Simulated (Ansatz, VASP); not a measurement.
## Two plane-wave programs on Sn2TeO3

```
CELL_PARAMETERS angstrom
5.90886 0.00000 0.00000
-2.95443 5.11722 0.00000
0.00000 0.00000 3.08864
ATOMIC_POSITIONS crystal
Sn 0.33333 0.66667 0.00000
Sn 0.66667 0.33333 0.00000
Te 0.00000 0.00000 0.00000
O 0.50000 0.00000 0.50000
O 0.50000 0.50000 0.50000
O 0.00000 0.50000 0.50000
```

Change from the starting cell: species swapped into the GdCo3B2 type (P6/mmm, No. 191).

Alike in both runs: functional PBE; k mesh 3 × 3 × 6; occupations gaussian, width 0.1 eV; no spin polarisation.

Ansatz relaxed the structure, and its values are those at the end. VASP's run is a single point on that final structure, the one shown.

```csv
,VASP,Ansatz
version,VASP 6.6.1,Ansatz 0.2.0
potentials or method,"VASP PAW PBE potentials, release 64 (Sn_d, Te, O)","scalar-relativistic, plane waves, PAW"
plane-wave cutoff (eV),520,420
valence electrons in the cell,52,62
```

Ansatz gave:

- gap on the k mesh at the Fermi level (eV): none
- pressure (GPa): 0.0

Task: Estimate VASP's values.

Result: gap on the k mesh at the Fermi level (eV): none; pressure (GPa): 0.1.

A gap of «none» marks a metal or a gap that the smearing closes. With one functional, cell and mesh, what is left measures potentials, basis and numerics. The two sets of potentials don't hold the same shells in valence.

Caveats: the k mesh is coarse (spacing up to 0.41 Å⁻¹), so the values aren't converged. The runs have no spin-orbit coupling, so splittings on Te are missing.
